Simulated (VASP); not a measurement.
# TlAgS2: single point with PBE

TlAgS2:

```
Ag S Tl
1.0
     4.13844    0.00000    0.00000
     0.00000    4.13844    0.00000
     0.00000    0.00000    6.00234
Ag S Tl
1 2 1
Cartesian
  0.0000 0.0000 0.0000
  0.0000 2.0692 1.4681
  2.0692 0.0000 4.5343
  2.0692 2.0692 3.0012
```

The cell was built by a generator and needn't be a form met in nature.

* Program: VASP 6.6.1
* Task: single point
* Functional: PBE
* Potentials or basis: VASP PAW PBE potentials, release 64 (Ag, S, Tl_d)
* Cutoff: 520 eV
* k mesh: 4 × 4 × 4
* Occupations: fermi-dirac, width 0.02 eV
* Spin: no spin polarisation
* Dipole correction: no
* Further INCAR settings: ALGO = Normal; EDIFF = 1e-06; NBANDS = 26

- Pressure: 1.6 GPa
- Largest force: 0.159 eV/Å
- Band gap on the k mesh: none (metal or under the smearing width)

Forces in eV/Å, atoms in the order of the input:
```
Ag   0.000  0.000  0.000
S    0.000  0.000 -0.159
S    0.000  0.000  0.159
Tl   0.000  0.000  0.000
```

Stress tensor (GPa, compression positive):
```
1.67 0.00 0.00
0.00 1.67 0.00
0.00 0.00 1.47
```

Levels at points of the mesh, in eV from the Fermi level:
```csv
k point,band 15,band 16,band 17,band 18,band 19,band 20,band 21,band 22
"(0.00, 0.00, 0.00)",-2.61,-0.54,-0.21,0.00,0.00,2.83,3.72,5.44
"(0.50, 0.00, 0.00)",-2.64,-1.80,-1.62,-0.40,1.30,4.56,4.86,5.54
"(0.50, 0.50, 0.00)",-2.69,-2.06,-2.06,-1.59,1.75,2.91,2.91,4.71
"(0.00, 0.00, 0.50)",-2.06,-2.06,-0.63,-0.63,1.26,2.61,4.45,4.66
"(0.50, 0.00, 0.50)",-1.70,-1.31,-0.71,-0.37,0.21,3.06,5.48,5.58
"(0.50, 0.50, 0.50)",-2.48,-2.48,-2.19,-1.89,2.07,4.51,4.51,5.92
```

Run time: 31 s on 1 thread of Intel(R) Xeon(R) Platinum 8488C (Sapphire Rapids), on a shared host, peak memory 0.23 GiB.

Caveat: the k mesh is coarse (spacing up to 0.38 Å⁻¹), so the values aren't converged. The run has no spin-orbit coupling, so splittings on Tl are missing.
